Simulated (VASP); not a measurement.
VASP input:

File POSCAR:
```
Ni3Fe
3.5958910
  1.0000000000   0.0000000000   0.0000000000
  0.0000000000   1.0149189728   0.0000000000
  0.0000000000   0.0000000000   0.9979254099
Fe Ni
1 3
Cartesian
  0.0000000000   0.0000000000   0.0000000000
  0.0000000000   0.5074594864   0.4989627049
  0.5000000000   0.0000000000   0.4989627049
  0.5249060000   0.5074594864   0.0000000000
```

### INCAR
```
LMAXMIX = 4
ENCUT = 400   ! plane-wave cut-off (eV)
SYSTEM = Ni3Fe
GGA = PE   ! PBE
MAGMOM = 3.0 3*0.7
ISIF = 2   ! forces and stress, cell fixed
ISMEAR = 1   ! Methfessel-Paxton
SIGMA = 0.1   ! width (eV)
EDIFF = 1E-6   ! SCF stop (eV)
PREC = Accurate
LCHARG = .FALSE.
LORBIT = 10
LASPH = .TRUE.   ! aspherical one-centre terms
LREAL = .FALSE.   ! projection in real space or not
ALGO = Normal
LWAVE = .FALSE.
NELM = 100   ! most electronic steps
ISPIN = 2
```

**KPOINTS**
```
Automatic mesh
0
Monkhorst-Pack
3 3 3
0 0 0
```

POTCAR, in this order: Fe Ni (PBE.64 set). Program: vasp_std.

### Question
Translate this PBE calculation to Quantum ESPRESSO's pw.x.

### Answer
One equivalent input (not run):
```
&CONTROL
  calculation = 'scf'
  pseudo_dir = './pseudo'
  outdir = './out'
  tprnfor = .true.
  tstress = .true.
/
&SYSTEM
  ibrav = 0
  nat = 4
  ntyp = 2
  ecutwfc = 98
  occupations = 'smearing'
  smearing = 'methfessel-paxton'
  degauss = 0.00735
  input_dft = 'pbe'
  nspin = 2
  starting_magnetization(1) = 0.3
  starting_magnetization(2) = 0.07
/
&ELECTRONS
  conv_thr = 7.3e-08
  electron_maxstep = 100
/
ATOMIC_SPECIES
  Fe 55.845 Fe.upf
  Ni 58.693 Ni.upf
CELL_PARAMETERS angstrom
     3.5958910    0.0000000    0.0000000
     0.0000000    3.6495380    0.0000000
     0.0000000    0.0000000    3.5884310
ATOMIC_POSITIONS crystal
  Fe   0.0000000  0.0000000  0.0000000
  Ni   0.0000000  0.5000000  0.5000000
  Ni   0.5000000  0.0000000  0.5000000
  Ni   0.5249060  0.5000000  0.0000000
K_POINTS automatic
  3 3 3 0 0 0
```
Limits of the translation: the potentials are each code's own (VASP's PAW set, PseudoDojo norm-conserving files in pw.x), so ENCUT and ecutwfc are chosen apart and not converted; conv_thr bounds pw.x's estimated SCF error, while EDIFF bounds the energy change between steps; starting_magnetization is a fraction of the valence charge and MAGMOM a moment in μB, so they match only roughly.

The compound is Ni3Fe in the L1_2 structure. The cell was not relaxed at this level, atoms are displaced from their ideal sites. The k-mesh is coarse (spacing up to 0.58 per Å, 2π included), so the numbers may not be converged in it. The run is one of a series of settings (KPOINTS 3×3×3 Monkhorst-Pack mesh against the base run), some of them coarse on purpose.
